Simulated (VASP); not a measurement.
OSZICAR of a VASP run on TiC (rock salt):

### OSZICAR
```
       N       E                     dE             d eps       ncg     rms          rms(c)
DAV:   1     0.126247765350E+03    0.12625E+03   -0.92063E+03  2500   0.178E+03
DAV:   2    -0.144904170931E+02   -0.14074E+03   -0.13430E+03  2612   0.408E+02
DAV:   3    -0.245099526128E+02   -0.10020E+02   -0.95187E+01  3272   0.100E+02
DAV:   4    -0.249900588616E+02   -0.48011E+00   -0.47887E+00  3240   0.207E+01
DAV:   5    -0.250055370231E+02   -0.15478E-01   -0.15477E-01  3348   0.339E+00    0.206E+01
DAV:   6    -0.202167795526E+02    0.47888E+01   -0.27648E+01  2940   0.706E+01    0.658E+00
DAV:   7    -0.197906618519E+02    0.42612E+00   -0.34059E+00  2836   0.251E+01    0.558E+00
DAV:   8    -0.197645666326E+02    0.26095E-01   -0.23943E-01  2664   0.726E+00    0.146E+00
DAV:   9    -0.197715536561E+02   -0.69870E-02   -0.41051E-02  3176   0.191E+00    0.947E-01
DAV:  10    -0.197675677091E+02    0.39859E-02   -0.18188E-02  2804   0.220E+00    0.225E-01
DAV:  11    -0.197674484119E+02    0.11930E-03   -0.84664E-04  2976   0.300E-01    0.433E-02
DAV:  12    -0.197674091926E+02    0.39219E-04   -0.93061E-05  2680   0.150E-01    0.136E-02
DAV:  13    -0.197674066010E+02    0.25916E-05   -0.81324E-06  3312   0.428E-02    0.319E-03
DAV:  14    -0.197674067063E+02   -0.10529E-06   -0.28427E-07  2688   0.719E-03    0.167E-03
DAV:  15    -0.197674066143E+02    0.92034E-07   -0.11437E-07  1988   0.494E-03
   1 F= -.19767407E+02 E0= -.19767383E+02  d E =-.197674E+02
```

**Question.** Which electronic solver shows in the log?

**Answer.** It is blocked Davidson (ALGO = Normal, or the opening steps of other solvers). The INCAR had ALGO = Normal.

**Question.** Can the final energy be trusted as converged?

**Answer.** Self-consistency was reached. It stopped with EDIFF = 1E-7, NELM = 100, NSW = 30 and EDIFFG = -0.01 after 1 ionic step (PBEsol GGA, plane waves, VASP's PBE PAW potentials (set 64)).

The compound is TiC in the rock salt structure. This cell was strained or had an atom moved on purpose.
